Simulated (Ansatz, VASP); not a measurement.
## NbCl in VASP and in Ansatz

File INCAR:

```
SYSTEM = NbCl
PREC     = Accurate       ! precision mode
ENCUT    = 520            ! plane-wave cutoff, eV
EDIFF    = 1E-6           ! SCF threshold, eV
ISMEAR   = 0              ! smearing method
SIGMA    = 0.1            ! smearing width, eV
LREAL    = .False.        ! projectors in reciprocal space
LASPH    = .True.         ! aspherical terms in the spheres
NELM     = 60             ! most SCF steps
ALGO     = Normal         ! electronic algorithm
ISIF     = 2              ! what is computed and relaxed
LWAVE    = .False.        ! write WAVECAR
LCHARG   = .True.         ! write CHGCAR
GGA      = PE             ! functional
LELF     = .True.         ! ELF
LVHAR    = .True.       
NBANDS   = 28             ! bands
```

KPOINTS

```
Automatic mesh
0
Gamma
  4 4 4
  0 0 0
```

Contents of POSCAR:

```
NbCl
1.0
    4.0988948318      0.0000000000      0.0000000000
    0.0000000000      4.0988948318      0.0000000000
    0.0000000000      0.0000000000      5.1793100456
Nb Cl
2 2
Direct
    0.0000000000      0.5000000000      0.2351000000
    0.5000000000      0.0000000000      0.7649000000
    0.0000000000      0.0000000000      0.0000000000
    0.5000000000      0.5000000000      0.0000000000
```

Input for Ansatz:

```yaml
crystal:
  lattice:
    - [4.0988948318, 0.0, 0.0]
    - [0.0, 4.0988948318, 0.0]
    - [0.0, 0.0, 5.1793100456]
  atoms:
    - { symbol: Nb, position: [0.0, 0.5, 0.2351] }
    - { symbol: Nb, position: [0.5, 0.0, 0.7649] }
    - { symbol: Cl, position: [0.0, 0.0, 0.0] }
    - { symbol: Cl, position: [0.5, 0.5, 0.0] }
basis:
  ecutwfc: 420
kpoints:
  mp_grid: { grid: [4, 4, 4] }
hamiltonian:
  xc: pbe
scf:
  occupations: { method: gaussian, width: 0.1 }
  lower_state_search: "off"
output:
  forces: true
  stress: true
  eigenvalues: true
```

Alike in both runs: task single point; functional PBE; k mesh 4 × 4 × 4; occupations gaussian, width 0.1 eV; no spin polarisation.

```csv
,VASP,Ansatz
version,VASP 6.6.1,Ansatz 0.2.0
potentials or method,"VASP PAW PBE potentials, release 64 (Nb_sv, Cl)","scalar-relativistic, plane waves, PAW"
plane-wave cutoff (eV),520,420
valence electrons in the cell,40,40
```

```tsv
	VASP	Ansatz	Ansatz less VASP
gap on the k mesh at the Fermi level (eV)	none	none	-
pressure (GPa)	6.0	6.0	+0.04
largest component of the traceless stress (GPa)	5.36	5.34	-0.016
rms of the force components (eV/Å)	1.102	1.086	-0.0161
```

Atom by atom the forces differ by 0.016 eV/Å (rms over components). A gap of «none» marks a metal or a gap that the smearing closes.

Caveats: the k mesh is coarse (spacing up to 0.38 Å⁻¹), so the values aren't converged; forces of over 1 eV/Å show positions far from the minimum, so gaps and moduli don't describe the material at rest.
